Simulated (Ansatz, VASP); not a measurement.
# SnSe2: VASP beside Ansatz, part 3 of 3

One calculation is typed for both programs; each brings its own data sets. How far apart do they land? The cell is taken from a series of runs on this material, whose earlier steps may have relaxed, scaled, displaced or heated it; both programs get it as it stands.

VASP 6.6.1 and Ansatz 0.2.0.

So far: The structure; Ansatz: zone-centre phonons, PBE, pair 1; VASP: zone-centre phonons, PBE, pair 1; Side by side.

### 5. Ansatz: zone-centre phonons, PBE, pair 2

Level of this step: Ansatz beside VASP: Kohn-Sham DFT, plane waves, PBE (Ansatz).

Second derivatives magnify differences that forces hide, and they need a tight electronic threshold.

The cell is taken from a series of runs on this material, whose earlier steps may have relaxed, scaled, displaced or heated it; both programs get it as it stands.

Input file input.yaml:

```yaml
crystal:
  lattice:
    - [3.8683279779, 0.0, 0.0]
    - [-1.9341639889, 3.2830688931, 0.0]
    - [0.0, 0.0, 29.9272]
  atoms:
    - { symbol: Sn, position: [0.0, 0.0, 0.3341441899] }
    - { symbol: Se, position: [0.334009699, 0.6680193981, 0.3878499292] }
    - { symbol: Se, position: [0.665990301, 0.3319806019, 0.2804384506] }
  periodic: [true, true, false]
kpoints:
  mp_grid: { grid: [9, 9, 1] }
hamiltonian:
  xc: pbe
  pseudopotentials: { kind: paw, azcp: { folder: soft_1 } }
scf:
  occupations: { method: fixed }
output:
  eigenvalues: true
phonons:
  method: dfpt
```

The run is started by

```sh
ansatz run input.yaml --threads 4 --pin off --max-ram 16384MiB --backend cpu --events-out ev --progress --plain --runs-dir out
```

Numbers of over 12 decimals in the logs are rounded to 6 here.

Log:

```text
[...]
Crystal: 3 atoms, lattice volume = 380.075 Å³
Basis set: ecut = 420 eV, 7437 PW (Γ), exchange–correlation on 54×54×432 points (8 copies of the dense FFT grid, shifted against one another)
Bands: 28, of which v1, the nominal top of the filled ones, is band 23 counted from 1 (22 counted from 0)
Symmetry: 4 space group operations
[...]
k-point 24: bands = [... 19 lower, -9.0831, -8.1006, -7.2095, -6.4443, -3.9416, -1.2705, -0.5015, 0.0901, ... 1 higher]
  ° read free of the cell's end (the report's vacuum.weakly_bound_levels)
[...]
ASR residual: 5.972e-5 → 0.000e0 eV/Å²; symmetrization residual: 4.169e-5 eV/Å²
[...]
ASR residual per site (eV/Å²): 5.97e-5 2.28e-5 2.41e-5
  Γ frequencies (cm⁻¹): 0.00 0.00 0.00 104.44 106.06 137.44 144.10 179.97 252.80
[...]
[key lines of the parts left out:]
SCF converged after 10 iterations
Free energy (F): -16963.472651 eV
Fermi energy:    -5.928379 eV
```

### 6. VASP: zone-centre phonons, PBE, pair 2

The same cell, functional and mesh now go to VASP, with its own data sets.

Input file INCAR:

```
SYSTEM = SnSe2
PREC = Accurate
ENCUT = 500
EDIFF = 1E-08
NELM = 120
ISMEAR = 0
SIGMA = 0.01
LREAL = .FALSE.
ALGO = Normal
GGA = PE
NBANDS = 19
LORBIT = 11
LWAVE = .FALSE.
LCHARG = .FALSE.
ISIF = 2
IBRION = 8
LASPH = .TRUE.
GGA_COMPAT = .FALSE.
EFERMI = MIDGAP
NELMDL = -8
KPAR = 2
```

Input file POSCAR:

```
SnSe2
1.0
    3.8683279779      0.0000000000      0.0000000000
   -1.9341639889      3.2830688931      0.0000000000
    0.0000000000      0.0000000000     29.9272000000
Sn Se
1 2
Direct
    0.0000000000      0.0000000000      0.3341441899
    0.3340096990      0.6680193981      0.3878499292
    0.6659903010      0.3319806019      0.2804384506
```

Input file KPOINTS:

```
Automatic mesh
0
Gamma
9 9 1
0 0 0
```

Potentials, in the order of the species: Sn_d and Se (PBE family, release 64).

The run is started by

```sh
mpirun -np 2 vasp_std
```

Log:

```text
[... set-up lines as in an earlier step ...]
 entering main loop
       N       E                     dE             d eps       ncg     rms          rms(c)
DAV:   1     0.176551596582E+03    0.17655E+03   -0.10267E+04  1150   0.989E+02
DAV:   2     0.901829679320E+01   -0.16753E+03   -0.16352E+03  1250   0.215E+02
DAV:   3    -0.115712763736E+02   -0.20590E+02   -0.20533E+02  1220   0.865E+01
DAV:   4    -0.121172374852E+02   -0.54596E+00   -0.54524E+00  1289   0.172E+01
[...]
DAV:  26    -0.118528573424E+02   -0.52161E-07    0.14906E-09  1056   0.665E-05    0.199E-05
DAV:  27    -0.118528573551E+02   -0.12691E-07    0.17074E-09   933   0.462E-05    0.590E-06
DAV:  28    -0.118528573601E+02   -0.50427E-08    0.17443E-09   889   0.265E-05
   1 F= -.11852857E+02 E0= -.11852857E+02  d E =0.000000E+00
 Linear response reoptimize wavefunctions to high precision
DAV:   1    -0.118528573623E+02   -0.21691E-08    0.17439E-09   960   0.160E-05
DAV:   2    -0.118528573623E+02    0.25466E-10    0.17552E-09   706   0.755E-06
[...]
RMM:   7    -0.788942780363E-01   -0.55875E-05   -0.63263E-08  1960   0.153E-03    0.432E-04
RMM:   8    -0.788953765904E-01   -0.10986E-05   -0.67636E-09  1927   0.511E-04    0.730E-05
RMM:   9    -0.788953768302E-01   -0.23983E-09    0.36061E-08  2052   0.192E-04    0.256E-05
 first order change of Fermi-energy  -0.63392E-01
 force on displaced ion       2 direction 2 :  -0.000  -2.942  -0.132
 Linear response progress:
  Degree of freedom:   6/  6
       N       E                     dE             d eps       ncg     rms          rms(c)
RMM:   1    -0.115634106613E+00   -0.11563E+00    0.66043E-02  2175   0.149E+00
RMM:   2    -0.113826431517E+00    0.18077E-02   -0.23554E-03  1714   0.246E-01    0.944E-02
RMM:   3    -0.113609622405E+00    0.21681E-03   -0.28095E-04  1845   0.909E-02    0.432E-02
RMM:   4    -0.113555084520E+00    0.54538E-04   -0.59119E-05  1883   0.422E-02    0.234E-02
[...]
RMM:  11    -0.113547802874E+00   -0.19149E-05    0.30298E-07  1885   0.542E-04    0.647E-05
RMM:  12    -0.113548439588E+00   -0.63671E-06   -0.71649E-07  1877   0.302E-04    0.374E-05
RMM:  13    -0.113548429959E+00    0.96295E-08   -0.94429E-08  1952   0.126E-04    0.227E-05
 first order change of Fermi-energy   0.33012E+00
 force on displaced ion       2 direction 3 :  -0.000  -0.137  -8.720
 Linear response finished
```

From OUTCAR (step 6):

```text
  Total        0.2829963      1.0261070      0.0363736      0.0000000      0.0011062      0.0000000
  in kB        1.1929492      4.3254756      0.1533302      0.0000000      0.0046630      0.0000000
  external PRESSURE =       1.8905850 kB  Pullay stress =       0.0000000 kB

 POSITION                                       TOTAL-FORCE (eV/Angst)
 -----------------------------------------------------------------------------------
      0.00000      0.00000     10.00000         0.000000      0.000000      0.000000
     -0.00000      2.19315     11.60726         0.000000      0.000316      0.014959
      1.93416      1.08992      8.39274        -0.000000     -0.000316     -0.014959
 -----------------------------------------------------------------------------------
    total drift:                               -0.000000      0.000001      0.000061

[... 1 part as in an earlier step ...]

[... 1 further part left out ...]
```

### 7. Comparison

What differs besides the data sets and the points named for the pairs above, as far as they apply: the data sets hold 46 valence electrons in Ansatz (on its PAW soft_1 files) and 26 in VASP. Total energies have different zeros and are not compared.

Both answers:

```tsv
quantity	Ansatz	VASP	difference
optical mode 1 (cm⁻¹)	104.4	104.6	-0.17 %
optical mode 2 (cm⁻¹)	106.1	106.3	-0.24 %
optical mode 3 (cm⁻¹)	137.4	138.3	-0.59 %
optical mode 4 (cm⁻¹)	144.1	144.5	-0.29 %
optical mode 5 (cm⁻¹)	180.0	180.3	-0.17 %
optical mode 6 (cm⁻¹)	252.8	253.5	-0.27 %
```

Modes are paired by rising frequency, not by their patterns, so a pair may set unlike modes beside each other; they are those without the splitting of longitudinal modes. Where the cell holds vacuum, a pressure given here is an average over it and none of the material.

### 8. Summary of results

* r.m.s. difference of the optical zone-centre modes, each program's sorted by frequency (zone-centre phonons, PBE, pair 1): 0.39 cm⁻¹
* r.m.s. difference of the optical zone-centre modes, each program's sorted by frequency (zone-centre phonons, PBE, pair 2): 0.50 cm⁻¹
* difference in optical mode 3 (zone-centre phonons, PBE, pair 2): -0.6 %

In words: The r.m.s. difference of the optical zone-centre modes, each program's sorted by frequency is 0.39 cm⁻¹ (zone-centre phonons, PBE, pair 1). The data sets hold unlike numbers of valence electrons (46 in Ansatz and 26 in VASP), so part of the differences may come from the potentials. Among the rows given in per cent, the largest difference of the zone-centre phonons, PBE, pair 2 pair is in optical mode 3, -0.6 %. Such differences can come from data sets, numerical settings and the points named under the comparisons, not from the functional's error against experiment.

[Lines on the potential files, build, host, timing and source positions are cut from VASP's logs without a mark.]

[Logs are printed without paths, hosts, clocks, repeated set-up lines and the standing remarks that a program may print on its own settings, such as how far it seeks lower states.]

[Hosts, paths, dates, database ids (printed as entryN), source tags and the programs' standing remarks are cut or masked in the printed files.]
